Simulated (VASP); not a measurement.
These are PBE GGA with D3 dispersion (Becke-Johnson damping), VASP's PBE PAW potentials (set 64) (plane waves; VASP) values and carry that method's errors.

VASP ran on this input.

### POSCAR
```
C
1
    0.0000000000     1.7793724863     1.7793724863
    1.7793724863    -0.0000000000     1.7793724863
    1.7793724863     1.7793724863     0.0000000000
C
2
Direct
  0.0000000000   0.0000000000   0.0000000000
  0.2500000000   0.2500000000   0.2500000000
```

File KPOINTS:
```
k-points along high-symmetry lines
15
Line-mode
Reciprocal
  0.000000   0.000000   0.000000 ! GAMMA
  0.500000   0.000000   0.500000 ! X

  0.500000   0.000000   0.500000 ! X
  0.625000   0.250000   0.625000 ! U

  0.375000   0.375000   0.750000 ! K
  0.000000   0.000000   0.000000 ! GAMMA

  0.000000   0.000000   0.000000 ! GAMMA
  0.500000   0.500000   0.500000 ! L

  0.500000   0.500000   0.500000 ! L
  0.500000   0.250000   0.750000 ! W

  0.500000   0.250000   0.750000 ! W
  0.500000   0.000000   0.500000 ! X
```

**INCAR**
```
ALGO  =  Normal
EDIFF  =  1E-7
ENCUT  =  520
GGA  =  PE
ICHARG  =  11
ISMEAR  =  0
IVDW  =  12
LASPH  =  .TRUE.
LCHARG  =  .FALSE.
LORBIT  =  11
LREAL  =  .FALSE.
LWAVE  =  .FALSE.
NELM  =  100
PREC  =  Accurate
SIGMA  =  0.05
SYSTEM  =  C
```

POTCAR, in this order: C (PBE.64 set). Program: vasp_std. Read from the step before: CHGCAR.

Output

File OSZICAR:
```
       N       E                     dE             d eps       ncg     rms          rms(c)
DAV:   1     0.412513081825E+01    0.41251E+01   -0.52443E+03  1464   0.997E+02
DAV:   2    -0.154328648557E+02   -0.19558E+02   -0.17419E+02  2216   0.110E+02
DAV:   3    -0.155573122109E+02   -0.12445E+00   -0.12445E+00  1584   0.117E+01
DAV:   4    -0.155574716432E+02   -0.15943E-03   -0.15943E-03  2048   0.431E-01
DAV:   5    -0.155574717553E+02   -0.11211E-06   -0.11211E-06  1536   0.743E-03
DAV:   6    -0.155574717556E+02   -0.25079E-09   -0.25063E-09  2024   0.296E-04
   1 F= -.15942647E+02 E0= -.15942647E+02  d E =-.225520E-11
```

### OUTCAR
```
 val. band max:        9.8277186696   @ k =   0.0000   0.0000   0.0000

 cond. band min:      13.9719944024   @ k =   0.3571   0.0000   0.3571



 k-point     1 :       0.0000    0.0000    0.0000
  band No.  band energies     occupation
      1     -11.7403      2.00000
      2       9.8277      2.00000
      3       9.8277      2.00000
      4       9.8277      2.00000
      5      15.4361      0.00000
      6      15.4361      0.00000
      7      15.4361      0.00000
      8      23.3144      0.00000

 k-point     2 :       0.0357    0.0000    0.0357
  band No.  band energies     occupation
      1     -11.6930      2.00000
      2       9.6302      2.00000
      3       9.6302      2.00000
      4       9.7112      2.00000
      5      15.3983      0.00000
      6      15.6745      0.00000
      7      15.6745      0.00000
      8      23.3503      0.00000

 k-point     3 :       0.0714    0.0000    0.0714
  band No.  band energies     occupation
      1     -11.5509      2.00000
      2       9.1216      2.00000
      3       9.1216      2.00000
      4       9.3720      2.00000
      5      15.2899      0.00000
      6      16.3058      0.00000
      7      16.3058      0.00000
      8      23.4172      0.00000

 k-point     4 :       0.1071    0.0000    0.1071
  band No.  band energies     occupation
      1     -11.3147      2.00000
      2       8.4505      2.00000
      3       8.4505      2.00000
      4       8.8353      2.00000
      5      15.1242      0.00000
      6      17.1786      0.00000
      7      17.1786      0.00000
      8      23.3869      0.00000

 k-point     5 :       0.1429    0.0000    0.1429
  band No.  band energies     occupation
      1     -10.9849      2.00000
      2       7.7229      2.00000
      3       7.7229      2.00000
      4       8.1327      2.00000
      5      14.9207      0.00000
      6      18.1843      0.00000
      7      18.1843      0.00000
      8      23.0675      0.00000
...
```

The density is held fixed in this step, so its total energy and stress have no physical meaning.

The compound is C in the diamond structure. It was relaxed first.
